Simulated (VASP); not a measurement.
Level of theory: PBE GGA, VASP's PBE PAW potentials (set 64) (plane waves; VASP).

A VASP calculation is set up with these files.

File KPOINTS:
```
kpoints
0
G
12 12 12
0 0 0
```

**INCAR**
```
SIGMA  =  0.1   ! width (eV)
LMAXMIX  =  4   ! l cut-off of mixed one-centre charges
ISMEAR  =  1
LWAVE  =  F
SYSTEM  =  CoAl
IBRION  =  2
ISIF  =  3
ALGO  =  Normal
LREAL  =  F   ! projection in real space or not
EDIFFG  =  -0.01   ! ionic stop
GGA  =  PE   ! PBE
PREC  =  Accurate
EDIFF  =  1E-7
PSTRESS  =  300   ! kbar
LASPH  =  T   ! aspherical one-centre terms
ENCUT  =  480
NELM  =  100   ! most electronic steps
NSW  =  40
LCHARG  =  F
```

File POSCAR:
```
CoAl
1.0
  2.7327354210   0.0000000000   0.0000000000
  0.0000000000   2.7327354210   0.0000000000
  0.0000000000   0.0000000000   2.7327354210
Al Co
1 1
Cart
  1.3663677105   1.3663677105   1.3663677105
  0.0000000000   0.0000000000   0.0000000000
```

POTCAR, in this order: Al Co (PBE.64 set). Program: vasp_std.

The resulting files:

File OSZICAR:
```
       N       E                     dE             d eps       ncg     rms          rms(c)
DAV:   1     0.355791311395E+02    0.35579E+02   -0.52592E+03  1712   0.124E+03
DAV:   2    -0.122811629938E+02   -0.47860E+02   -0.45312E+02  1692   0.190E+02
DAV:   3    -0.134477373544E+02   -0.11666E+01   -0.11598E+01  1958   0.397E+01
DAV:   4    -0.134680463409E+02   -0.20309E-01   -0.20303E-01  1982   0.471E+00
DAV:   5    -0.134687313403E+02   -0.68500E-03   -0.68499E-03  2014   0.864E-01    0.136E+01
DAV:   6    -0.152063225306E+02   -0.17376E+01   -0.60722E+01  1850   0.123E+02    0.147E+01
DAV:   7    -0.117938976469E+02    0.34124E+01   -0.26162E+01  1846   0.771E+01    0.209E+00
DAV:   8    -0.117698706199E+02    0.24027E-01   -0.18855E-01  1816   0.428E+00    0.114E+00
DAV:   9    -0.117555906027E+02    0.14280E-01   -0.42369E-02  2058   0.300E+00    0.267E-01
DAV:  10    -0.117552816199E+02    0.30898E-03   -0.12121E-03  2340   0.517E-01    0.154E-01
DAV:  11    -0.117552710311E+02    0.10589E-04   -0.22887E-05  1926   0.480E-02    0.177E-02
DAV:  12    -0.117552654331E+02    0.55980E-05   -0.33340E-05  1948   0.874E-02    0.546E-03
DAV:  13    -0.117552655385E+02   -0.10540E-06   -0.40099E-07  1810   0.627E-03    0.341E-03
DAV:  14    -0.117552655463E+02   -0.77790E-08   -0.18550E-08   904   0.211E-03
   1 F= -.79340333E+01 E0= -.79339124E+01  d E =-.793403E+01
```

**OUTCAR**
```
------------------------ aborting loop because EDIFF is reached ----------------------------------------
  FORCE on cell =-STRESS in cart. coord.  units (eV):
  Direction    XX          YY          ZZ          XY          YZ          ZX
  --------------------------------------------------------------------------------------
  Total        3.8220551      3.8220551      3.8220551     -0.0000000     -0.0000000     -0.0000000
  in kB      300.0646060    300.0646060    300.0646060     -0.0000000     -0.0000000     -0.0000000
  external PRESSURE =       0.0646060 kB  Pullay stress =     300.0000000 kB
  volume of cell :       20.41
      direct lattice vectors                 reciprocal lattice vectors
     2.732735421  0.000000000  0.000000000     0.365933706  0.000000000  0.000000000
     0.000000000  2.732735421  0.000000000     0.000000000  0.365933706  0.000000000
     0.000000000  0.000000000  2.732735421     0.000000000  0.000000000  0.365933706
 POSITION                                       TOTAL-FORCE (eV/Angst)
 -----------------------------------------------------------------------------------
      1.36637      1.36637      1.36637         0.000000      0.000000      0.000000
      0.00000      0.00000      0.00000         0.000000      0.000000      0.000000
 -----------------------------------------------------------------------------------
    total drift:                               -0.000000      0.000000      0.000000
  FREE ENERGIE OF THE ION-ELECTRON SYSTEM (eV)
  ---------------------------------------------------
  free  energy   TOTEN  =       -11.7552655463 eV

  energy  without entropy=      -11.7549026462  energy(sigma->0) =      -11.75514458
  enthalpy is  TOTEN    =        -7.9340333310 eV   P V=        3.8212322153

 reached required accuracy - stopping structural energy minimisation
```
(Selected blocks of OUTCAR.)

### OUTCAR
```
 val. band max:       12.3883263306   @ k =   0.5000   0.4167   0.1667

 cond. band min:      12.4126039319   @ k =   0.5000   0.3333   0.0000


 Fermi energy:        12.3946723340

 k-point     1 :       0.0000    0.0000    0.0000
  band No.  band energies     occupation
      1       0.4108      2.00000
      2       8.7860      2.00000
      3       8.7860      2.00000
      4      11.3591      2.00000
      5      11.3591      2.00000
      6      11.3591      2.00000
      7      19.0092      0.00000
      8      19.0092      0.00000
      9      19.0092      0.00000
     10      21.6370      0.00000

 k-point     2 :       0.0833    0.0000    0.0000
  band No.  band energies     occupation
      1       0.5550      2.00000
      2       8.7781      2.00000
      3       8.8297      2.00000
      4      11.2766      2.00000
      5      11.2766      2.00000
      6      11.3681      2.00000
      7      17.7217      0.00000
      8      19.2091      0.00000
      9      19.2091      0.00000
     10      21.5989      0.00000

 k-point     3 :       0.1667    0.0000    0.0000
  band No.  band energies     occupation
      1       0.9835      2.00000
      2       8.7018      2.00000
      3       8.9518      2.00000
      4      11.0641      2.00000
      5      11.0641      2.00000
      6      11.3929      2.00000
      7      15.8094      0.00000
      8      19.7750      0.00000
      9      19.7750      0.00000
     10      21.4882      0.00000

 k-point     4 :       0.2500    0.0000    0.0000
  band No.  band energies     occupation
      1       1.6835      2.00000
      2       8.3913      2.00000
      3       9.1258      2.00000
      4      10.7992      2.00000
      5      10.7992      2.00000
      6      11.4269      2.00000
      7      14.1971     -0.00000
      8      20.6317      0.00000
      9      20.6317      0.00000
     10      21.3192      0.00000

 k-point     5 :       0.3333    0.0000    0.0000
...
```

The compound is CoAl in the CsCl type structure. It was relaxed first under an external pressure of 30 GPa. The run is not spin-polarised, so no magnetic state was tried.
